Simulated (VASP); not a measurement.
MoH6:

```
H Mo
1.0
     2.76903   -0.01627   -0.02334
    -1.39860    2.46855   -0.01236
    -0.17674   -0.21012   21.11428
H Mo
12 2
Cartesian
  1.2435 2.2016 18.8529
  1.2430 2.3848 2.0500
  1.2661 0.6338 13.5312
  1.4975 0.7984 12.9641
  0.0643 1.4425 16.2715
  -0.1545 1.4084 15.4006
  1.2304 2.2565 10.1848
  2.4771 0.0114 10.7424
  1.2296 0.6419 4.6940
  1.3242 0.7985 5.5381
  -0.2359 1.6256 7.5150
  -0.0307 1.4770 8.2947
  1.3315 0.4993 19.9502
  -0.0815 1.6582 1.2300
```

The cell was built by a generator and needn't be a form met in nature.

- Program: VASP 6.6.1
- Task: relaxation of cell and atoms
- Functional: PBE
- Potentials or basis: VASP PAW PBE potentials, release 64 (H, Mo_sv)
- Cutoff: 520 eV
- k mesh: 9 × 9 × 1
- Occupations: gaussian, width 0.15 eV
- Spin: no spin polarisation

At the start: pressure 2.0 GPa; volume 10.27 Å³/atom.

Task: Where does the relaxation end?

Result: Over 88 steps the energy falls by 129.5 meV/atom and the volume is 11.04 Å³/atom (+7.4 %); space group P1 (No. 1, to 0.05 Å).

The path:
```csv
step,energy change (eV),largest force (eV/Å),pressure (GPa),volume (Å³)
1,0.0000,8.0391,1.95,143.82
4,-1.2240,1.9656,-1.08,144.50
7,-1.4778,0.9767,1.03,144.08
10,-1.5900,0.4238,-0.19,146.03
13,-1.6221,0.4277,-0.18,147.01
16,-1.6881,0.6176,-0.26,147.68
19,-1.7365,0.4200,0.28,147.62
22,-1.7663,0.2796,0.15,148.00
25,-1.7735,0.1664,0.00,148.43
28,-1.7790,0.0848,0.02,148.55
31,-1.7800,0.0643,0.03,148.57
34,-1.7817,0.0655,0.15,148.80
37,-1.7826,0.1249,-0.10,149.40
40,-1.7842,0.0887,0.07,149.41
43,-1.7854,0.1074,0.06,149.50
46,-1.7869,0.0944,-0.05,149.72
49,-1.7890,0.0544,0.08,149.74
52,-1.7903,0.0795,0.25,149.79
55,-1.7932,0.0867,0.18,150.44
58,-1.7953,0.1900,-0.15,151.38
61,-1.8001,0.2123,-0.46,153.47
64,-1.8039,0.2167,-0.19,155.46
67,-1.8078,0.2142,-0.01,154.53
70,-1.8088,0.1887,0.11,154.10
73,-1.8114,0.0424,0.13,154.35
76,-1.8120,0.0738,0.14,154.61
79,-1.8122,0.0532,-0.26,155.28
82,-1.8126,0.0323,-0.11,154.97
85,-1.8132,0.0356,-0.05,154.75
88,-1.8135,0.0295,0.01,154.52
```

Final structure:
```
CELL_PARAMETERS angstrom
2.84856 -0.01660 -0.03473
-1.44116 2.48818 -0.02551
-0.25638 -0.34760 21.88469
ATOMIC_POSITIONS crystal
H 0.06839 0.00913 0.90055
H 0.90533 0.94742 0.09767
H 0.58976 0.27275 0.63696
H 0.81420 0.42758 0.61551
H 0.47196 0.66605 0.76896
H 0.27068 0.64125 0.74461
H 0.01187 0.92645 0.48904
H 0.95090 0.09403 0.51032
H 0.55743 0.23407 0.22699
H 0.69260 0.38713 0.25626
H 0.28908 0.75029 0.35980
H 0.31029 0.56663 0.38209
Mo 0.77935 0.37042 0.94812
Mo 0.19374 0.58622 0.05008
```
